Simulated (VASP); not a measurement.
# SrMg (I4/mmm) in VASP: further runs

One crystal, SrMg, is run at these levels: LDA; tasks: single point.

All numbers are computed with VASP 6.6.1; they aren't measurements. Logs are shortened: lines on timing, memory, paths and dates and some standing lists are left out, and cuts for length are marked.

**1. The cell of the first run**

It takes space group I4/mmm (No. 139, tetragonal). The conventional cell has a = 5.345 Å, b = 5.345 Å, c = 6.439 Å, α = 90.00°, β = 90.00°, γ = 90.00°. Sr (site symmetry 4/mmm) is surrounded by 2 Mg at 3.22 Å. Mg (site symmetry 4/mmm) is surrounded by 2 Sr at 3.22 Å.

The cell comes from a database or a generator and needn't be the stable form of this composition.

**2. Single point, LDA (strain +0.080 along x and y, -0.080 along z, atoms carried along)**

Input file INCAR:

```
SYSTEM = SrMg
  PREC = Accurate
  ENCUT = 520
  EDIFF = 1E-6
  ISMEAR = 0
  SIGMA = 0.15
  LREAL = .FALSE.
  LASPH = .TRUE.
  NELM = 100
  ALGO = Fast
  ISIF = 2
  LWAVE = .FALSE.
  LCHARG = .FALSE.
  GGA = CA
  NBANDS = 13
```

Input file KPOINTS:

```
regular mesh
0
G
  12 12 12
  0 0 0
```

Input file POSCAR:

```
SrMg
1.0
    0.0000000000      3.7794751200      3.2195528800
    3.7794751200      0.0000000000      3.2195528800
    3.7794751200      3.7794751200      0.0000000000
Sr Mg
1 1
Direct
    0.5000000000      0.5000000000      0.5000000000
    0.0000000000      0.0000000000      0.0000000000
```

Potentials or basis: VASP PAW LDA potentials, release 64 (Sr_sv, Mg).

Started as:

```
$ cat potpaw_LDA.64/Sr_sv/POTCAR potpaw_LDA.64/Mg/POTCAR > POTCAR
$ mpirun -np 1 vasp_std > vasp.out
```

OUTCAR:

```text
SYSTEM = SrMg
   PREC = Accurate
   ENCUT = 520
   EDIFF = 1E-6
   ISMEAR = 0
   LREAL = .FALSE.
   LASPH = .TRUE.
   NELM = 100
   ISIF = 2
   GGA = CA

 ion  position               nearest neighbor table
   1  0.500  0.500  0.500-   2 3.22   2 3.22   2 3.78   2 3.78   2 3.78   2 3.78
   2  0.000  0.000  0.000-   1 3.22   1 3.22   1 3.78   1 3.78   1 3.78   1 3.78

  LATTYP: Found a body centered tetragonal cell.
 ALAT       =     5.3449849734
 C/A-ratio  =     1.2047004420

  Lattice vectors:

 A1 = (   0.0000000000,  -3.7794751200,  -3.2195528800)
 A2 = (   0.0000000000,   3.7794751200,  -3.2195528800)
 A3 = (   3.7794751200,   0.0000000000,   3.2195528800)

Analysis of symmetry for initial positions (statically):
=====================================================================
 Subroutine PRICEL returns:
 Original cell was already a primitive cell.

 Routine SETGRP: Setting up the symmetry group for a
 body centered tetragonal supercell.

 Subroutine GETGRP returns: Found 16 space group operations
 (whereof 16 operations were pure point group operations)
 out of a pool of 16 trial point group operations.

The static configuration has the point symmetry D_4h.

Analysis of symmetry for dynamics (positions and initial velocities):
=====================================================================
 Subroutine PRICEL returns:
 Original cell was already a primitive cell.

 Routine SETGRP: Setting up the symmetry group for a
 body centered tetragonal supercell.

 Subroutine GETGRP returns: Found 16 space group operations
 (whereof 16 operations were pure point group operations)
 out of a pool of 16 trial point group operations.

The dynamic configuration has the point symmetry D_4h.

 Subroutine INISYM returns: Found 16 space group operations
 (whereof 16 operations are pure point group operations),
 and found     1 'primitive' translations

----------------------------------------------------------------------------------------

                                     Primitive cell

  volume of cell :      91.9790

  direct lattice vectors                    reciprocal lattice vectors
     0.000000000  3.779475120  3.219552880    -0.132293502  0.132293502  0.155301068
     3.779475120  0.000000000  3.219552880     0.132293502 -0.132293502  0.155301068
     3.779475120  3.779475120  0.000000000     0.132293502  0.132293502 -0.155301068

  length of vectors
     4.964871895  4.964871895  5.344984973     0.243149261  0.243149261  0.243149261

  position of ions in fractional coordinates (direct lattice)
     0.500000000  0.500000000  0.500000000
     0.000000000  0.000000000  0.000000000

  ion indices of the primitive-cell ions
   primitive index   ion index
                 1           1
                 2           2

----------------------------------------------------------------------------------------

 KPOINTS: regular mesh

Automatic generation of k-mesh.
 Grid dimensions read from file:
 generate k-points for:   12   12   12

 Generating k-lattice:

  Cartesian coordinates                     Fractional coordinates (reciprocal lattice)
    -0.011024459  0.011024459  0.012941756     0.083333333  0.000000000  0.000000000
     0.011024459 -0.011024459  0.012941756     0.000000000  0.083333333  0.000000000
     0.011024459  0.011024459 -0.012941756     0.000000000  0.000000000  0.083333333

  Length of vectors
     0.020262438  0.020262438  0.020262438

  Shift w.r.t. Gamma in fractional coordinates (k-lattice)
     0.000000000  0.000000000  0.000000000

 Subroutine IBZKPT returns following result:
 ===========================================

 Found    163 irreducible k-points:

 Following reciprocal coordinates:
            Coordinates               Weight
  0.000000  0.000000  0.000000      1.000000
  0.083333  0.000000  0.000000      8.000000
  0.166667  0.000000  0.000000      8.000000
  0.250000  0.000000  0.000000      8.000000
  0.333333  0.000000  0.000000      8.000000
  0.416667  0.000000  0.000000      8.000000
[... 16 lines left out ...]
  0.500000  0.166667  0.000000      8.000000
 -0.416667  0.166667  0.000000      8.000000
 [... further k-points ...]
   k-points           NKPTS =    163   k-points in BZ     NKDIM =    163   number of bands    NBANDS=     13
   number of dos      NEDOS =    301   number of ions     NIONS =      2
   total plane-waves  NPLWV =  64000
   dimension x,y,z NGX =    40 NGY =   40 NGZ =   40
   dimension x,y,z NGXF=    80 NGYF=   80 NGZF=   80
   ions per type =               1   1
   NGX,Y,Z   is equivalent  to a cutoff of  13.39, 13.39, 12.44 a.u.
   NGXF,Y,Z  is equivalent  to a cutoff of  26.79, 26.79, 24.88 a.u.
 SYSTEM =  SrMg
   PREC   = accura    normal or accurate (medium, high low for compatibility)
   ISTART =      0    job   : 0-new  1-cont  2-samecut
   ICHARG =      2    charge: 1-file 2-atom 10-const
   ISPIN  =      1    spin polarized calculation?
   LNONCOLLINEAR =      F non collinear calculations
   LSORBIT =      F    spin-orbit coupling
   LASPH  =      T    aspherical Exc in radial PAW
   ENCUT  =  520.0 eV  38.22 Ry    6.18 a.u.   9.23  9.23  9.94*2*pi/ulx,y,z
   NELM   =    100;   NELMIN=  2; NELMDL= -5     # of ELM steps
   EDIFF  = 0.1E-05   stopping-criterion for ELM
   LREAL  =      F    real-space projection
   EDIFFG = 0.1E-04   stopping-criterion for IOM
   NSW    =      0    number of steps for IOM
   IBRION =     -1    ionic relax: 0-MD 1-quasi-New 2-CG
   NFREE  =      0    steps in history (QN), initial steepest desc. (CG)
   ISIF   =      2    stress and relaxation
   ISYM   =      2    0-nonsym 1-usesym 2-fastsym
   POTIM  = 0.5000    time-step for ionic-motion
   TEBEG  =    0.0;   TEEND  =   0.0 temperature during run
   PSTRESS=    0.0 pullay stress
   NELECT =      12.0000    total number of electrons
   NUPDOWN=      -1.0000    fix difference up-down
   EMIN   =  10.00;   EMAX   =-10.00  energy-range for DOS
   EFERMI =   0.00;   METHOD = LEGACY
   ISMEAR =     0;   SIGMA  =   0.15  broadening in eV -4-tet -1-fermi 0-gaus
   EFERMI_NEDOS =   21; number of points for ismear=-14 and -15
   IALGO  =     68    algorithm
   IMIX   =      4    mixing-type and parameters
     AMIX     =   0.40;   BMIX     =  1.00
     AMIX_MAG =   1.60;   BMIX_MAG =  1.00
  volume/ion in A,a.u.               =      45.99       310.35
  Fermi-wavevector in a.u.,A,eV,Ry     =   0.830308  1.569054  9.380004  0.689411
  Thomas-Fermi vector in A             =   1.943003
   LORBIT       =      0    0 simple, 1 ext, 2 COOP (PROOUT), +10 PAW based schemes
   GGA     = CA    functional components
   LHFCALC =     F    Hartree Fock is set to
   AEXX    =    0.0000 exact exchange contribution
   IVDW    =     0    specifies the selected vdW correction
   LEPSILON=     F    determine dielectric tensor
   LRPA    =     F    only Hartree local field effects (RPA)
 non-spin polarized calculation
 RMM-DIIS sequential band-by-band and
 Gauss-broadening in eV      SIGMA  =   0.15
  energy-cutoff  :      520.00
  volume of cell :       91.98
 maximum number of plane-waves:      2498
 NGX is ok and might be reduce to    40
   NGX = 19   NGY = 19   NGZ = 19

 number of electron      12.0000000 magnetization

 Free energy of the ion-electron system (eV)
  ---------------------------------------------------
  ext. energy  EPLUGINS =         0.00000000
  ---------------------------------------------------
  free energy    TOTEN  =        -2.98834680 eV

  energy without entropy =       -2.96663845  energy(sigma->0) =       -2.97749263

 E-fermi :   0.8874     XC(G=0):  -7.3680

 val. band max:        0.8834700719   @ k =  -0.2500  -0.0000   0.0833
 cond. band min:       0.9066668852   @ k =  -0.3333   0.5000   0.1667
 fundamental gap:      0.0231968133
 Fermi energy:         0.8873687063

 k-point     1 :       0.0000    0.0000    0.0000
  band No.  band energies     occupation
      1     -35.5240      2.00000
      2     -17.6319      2.00000
      3     -17.5735      2.00000
      4     -17.5735      2.00000
      5      -3.4314      2.00000
      6       2.4677      0.00000
      7       2.4677      0.00000
      8       3.0111      0.00000
      9       3.1971      0.00000
     10       3.3163      0.00000
     11       4.3838      0.00000
     12       4.3838      0.00000
     13       4.4357      0.00000

 k-point     2 :       0.0833    0.0000    0.0000
  band No.  band energies     occupation
      1     -35.5239      2.00000
      2     -17.6332      2.00000
      3     -17.5748      2.00000
      4     -17.5741      2.00000
      5      -3.3612      2.00000
      6       2.3367      0.00000
      7       2.4361      0.00000
      8       2.9288      0.00000
      9       2.9841      0.00000
     10       3.2836      0.00000
     11       4.2585      0.00000
     12       4.6449      0.00000
     13       4.7157      0.00000

 k-point     3 :       0.1667    0.0000    0.0000
  band No.  band energies     occupation
      1     -35.5237      2.00000
      2     -17.6369      2.00000
      3     -17.5780      2.00000
      4     -17.5758      2.00000
      5      -3.1529      2.00000
      6       1.8655      0.00000
      7       2.2362      0.00000
      8       2.6483      0.00000
      9       2.9835      0.00000
     10       3.3408      0.00000
     11       3.9878      0.00000
     12       5.2177      0.00000
     13       5.3222      0.00000

 k-point     4 :       0.2500    0.0000    0.0000
  band No.  band energies     occupation
      1     -35.5234      2.00000
      2     -17.6425      2.00000
      3     -17.5817      2.00000
      4     -17.5782      2.00000
      5      -2.8142      2.00000
      6       1.1726      0.00715
      7       1.9576      0.00000
      8       2.3327      0.00000
      9       3.2591      0.00000
     10       3.5188      0.00000
     11       3.8558      0.00000
     12       5.8558      0.00000
     13       5.9359      0.00000

 k-point     5 :       0.3333    0.0000    0.0000
  band No.  band energies     occupation
      1     -35.5231      2.00000
      2     -17.6487      2.00000
      3     -17.5849      2.00000
      4     -17.5805      2.00000
      5      -2.3585      2.00000
      6       0.4159      1.99999
      7       1.7271      0.00000
      8       2.0630      0.00000
      9       3.6737      0.00000
     10       3.7289      0.00000
     11       3.9488      0.00000
     12       5.5377      0.00000
     13       6.0891      0.00000
[... 257 lines left out ...]
 k-point    22 :       0.4167    0.1667    0.0000
  band No.  band energies     occupation
      1     -35.5226      2.00000
      2     -17.6558      2.00000
      3     -17.5877      2.00000
      4     -17.5850      2.00000
      5      -1.7863      2.00000
      6       0.0630      2.00000
      7       1.5256      0.00000
      8       1.7093      0.00000
      9       3.0548      0.00000
     10       4.1940      0.00000
     11       4.3897      0.00000
     12       5.2447      0.00000
     13       5.6093      0.00000

 k-point    23 :       0.5000    0.1667    0.0000
  band No.  band energies     occupation
      1     -35.5225      2.00000
      2     -17.6567      2.00000
      3     -17.5901      2.00000
      4     -17.5855      2.00000
      5      -1.3626      2.00000
      6      -0.4754      2.00000
      7       1.4781      0.00000
      8       1.6434      0.00000
      9       3.3366      0.00000
     10       4.2426      0.00000
     11       4.5580      0.00000
     12       4.8867      0.00000
     13       5.4709      0.00000

 k-point    24 :      -0.4167    0.1667    0.0000
  band No.  band energies     occupation
      1     -35.5226      2.00000
      2     -17.6545      2.00000
      3     -17.5914      2.00000
      4     -17.5847      2.00000
      5      -1.5366      2.00000
      6      -0.3068      2.00000
      7       1.5083      0.00000
      8       1.6546      0.00000
      9       3.6272      0.00000
     10       4.0855      0.00000
     11       4.1135      0.00000
     12       5.2862      0.00000
     13       5.4268      0.00000

 [... further k-points ...]
[... 5 lines left out ...]
  --------------------------------------------------------------------------------------
  -------------------------------------------------------------------------------------
  Total       -2.0779191     -2.0779191      1.7920649      0.0000000      0.0000000     -0.0000000
  in kB      -36.1951742    -36.1951742     31.2158932      0.0000000      0.0000000     -0.0000000
  external PRESSURE =     -13.7248184 kB  Pullay stress =       0.0000000 kB

 VOLUME and BASIS-vectors are now :
 -----------------------------------------------------------------------------
  energy-cutoff  :      520.00
  volume of cell :       91.98
      direct lattice vectors                 reciprocal lattice vectors
     0.000000000  3.779475120  3.219552880    -0.132293502  0.132293502  0.155301068
     3.779475120  0.000000000  3.219552880     0.132293502 -0.132293502  0.155301068
     3.779475120  3.779475120  0.000000000     0.132293502  0.132293502 -0.155301068

 POSITION                                       TOTAL-FORCE (eV/Angst)
 -----------------------------------------------------------------------------------
      3.77948      3.77948      3.21955        -0.000000      0.000000      0.000000
      0.00000      0.00000      0.00000         0.000000      0.000000     -0.000000
 -----------------------------------------------------------------------------------
    total drift:                               -0.000000     -0.000000      0.000000

  FREE ENERGIE OF THE ION-ELECTRON SYSTEM (eV)
  ---------------------------------------------------
  free  energy   TOTEN  =        -2.9883468008 eV

  energy  without entropy=       -2.9666384533  energy(sigma->0) =       -2.97749263
```

Wall time 2.9 min (1 thread of Intel Xeon Platinum 8259CL at 2.50GHz (Skylake/Cascade Lake), shared host); peak memory 0.36 GiB.

What came out:

```
Free energy            : -2.9883 eV
Pressure               : -1.4 GPa
Band gap on the k mesh : none (metal or under the smearing width)
```

Stress tensor (GPa, compression positive):
```
-3.62  0.00  0.00
 0.00 -3.62  0.00
 0.00  0.00  3.12
```

Levels at points of the mesh, in eV from the Fermi level:
| k point | band 2 | band 3 | band 4 | band 5 | band 6 | band 7 | band 8 | band 9 | band 10 | band 11 |
| --- | --- | --- | --- | --- | --- | --- | --- | --- | --- | --- |
| (0.00, 0.00, 0.00) | -18.52 | -18.46 | -18.46 | -4.32 | 1.58 | 1.58 | 2.12 | 2.31 | 2.43 | 3.50 |
| (0.50, 0.00, 0.00) | -18.54 | -18.47 | -18.47 | -2.26 | -1.72 | 0.64 | 0.94 | 3.24 | 3.50 | 3.60 |
| (0.50, 0.50, 0.00) | -18.55 | -18.48 | -18.48 | -2.12 | -0.08 | 0.52 | 1.15 | 1.15 | 2.00 | 3.33 |
| (0.50, 0.00, 0.50) | -18.53 | -18.49 | -18.47 | -2.66 | -0.77 | 0.60 | 1.84 | 2.18 | 2.27 | 3.12 |

**3. Single point, LDA (strain -0.080 along x and y, -0.080 along z, atoms carried along)**

Input file INCAR:

```
SYSTEM = SrMg
  PREC = Accurate
  ENCUT = 520
  EDIFF = 1E-7
  ISMEAR = 0
  SIGMA = 0.15
  LREAL = .False.
  LASPH = .True.
  NELM = 100
  ALGO = Normal
  ISIF = 2
  LWAVE = .False.
  LCHARG = .True.
  LELF = .True.
  LVHAR = .True.
  NBANDS = 13
```

Input file KPOINTS:

```
regular mesh
0
Gamma
  12 12 12
  0 0 0
```

Input file POSCAR:

```
SrMg
1.0
    0.0000000000      3.2195528800      3.2195528800
    3.2195528800      0.0000000000      3.2195528800
    3.2195528800      3.2195528800      0.0000000000
Sr Mg
1 1
Direct
    0.5000000000      0.5000000000      0.5000000000
    0.0000000000      0.0000000000      0.0000000000
```

Potentials or basis: VASP PAW LDA potentials, release 64 (Sr_sv, Mg).

Started as:

```
$ cat potpaw_LDA.64/Sr_sv/POTCAR potpaw_LDA.64/Mg/POTCAR > POTCAR
$ mpirun -np 1 vasp_std > vasp.out
```

Wall time 42 s (1 thread of Intel Xeon Platinum 8259CL at 2.50GHz (Skylake/Cascade Lake), shared host); peak memory 0.22 GiB.

The run converged. Its results:

```
Free energy            : -3.1522 eV
Pressure               : 4.0 GPa
Band gap on the k mesh : none (metal or under the smearing width)
```

Levels at points of the mesh, in eV from the Fermi level:
| k point | band 4 | band 5 | band 6 | band 7 | band 8 | band 9 |
| --- | --- | --- | --- | --- | --- | --- |
| (0.00, 0.00, 0.00) | -17.71 | -4.92 | 1.97 | 1.97 | 1.97 | 2.87 |
| (0.50, 0.00, 0.00) | -17.73 | -2.10 | -2.01 | 0.99 | 0.99 | 4.43 |
| (0.50, 0.50, 0.00) | -17.76 | -2.55 | -0.45 | 0.22 | 2.43 | 2.43 |
